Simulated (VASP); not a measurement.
Method: LDA (Ceperley-Alder, Perdew-Zunger), VASP's LDA PAW potentials (set 64) (plane waves; VASP 6.6.1).

The input files of a VASP run:

INCAR:
```
SYSTEM = Cd
PREC = Accurate; ENCUT = 500; LREAL = .False.
LASPH = .True.
EDIFF = 1E-6; NELM = 100; ALGO = Normal
LMAXMIX = 4
ISMEAR = 1; SIGMA = 0.1
IBRION = 2; NSW = 40; ISIF = 3
EDIFFG = -0.02; PSTRESS = 200
LWAVE = .False.; LCHARG = .False.
```

File KPOINTS:
```
Automatic mesh
0
Gamma
15 15 8
0 0 0
```

**POSCAR**
```
Cd
1
    1.4141127124    -2.4493156413     0.0000000000
    1.4141127124     2.4493156413    -0.0000000000
   -0.0000000000     0.0000000000     4.8528822878
Cd
2
Direct
  0.3333330000   0.6666670000   0.2500000000
  0.6666670000   0.3333330000   0.7500000000
```

POTCAR, in this order: Cd (LDA.64 set). Program: vasp_std.

**Question.** Estimate the energy per atom (σ→0), volume per atom, band gap (on the k-mesh).

**Answer.** 
The energy per atom (σ→0) comes out as -1.344 eV/atom and the band gap (on the k-mesh) comes out as none (metal, semimetal or under 0.01 eV). The volume per atom comes out as 16.74 Å^3/atom.

**OSZICAR**
```
...
       N       E                     dE             d eps       ncg     rms          rms(c)
DAV:   1    -0.273292731652E+01    0.72376E-03   -0.10035E+00  4400   0.136E+01    0.140E+00
DAV:   2    -0.269155977671E+01    0.41368E-01   -0.10560E-01  4592   0.509E+00    0.507E-01
DAV:   3    -0.268800323502E+01    0.35565E-02   -0.60195E-03  5184   0.100E+00    0.376E-01
DAV:   4    -0.268718248972E+01    0.82075E-03   -0.10612E-03  4544   0.340E-01    0.438E-02
DAV:   5    -0.268718685220E+01   -0.43625E-05   -0.85646E-05  4872   0.129E-01    0.229E-02
DAV:   6    -0.268718747943E+01   -0.62723E-06   -0.33313E-06  4400   0.215E-02
   7 F= 0.14916809E+01 E0= 0.14916427E+01  d E =-.463452E-03
```

The compound is Cd in the hcp structure. This run relaxes it under an external pressure of 20 GPa. Symmetry was kept, so distortions that lower it aren't found.
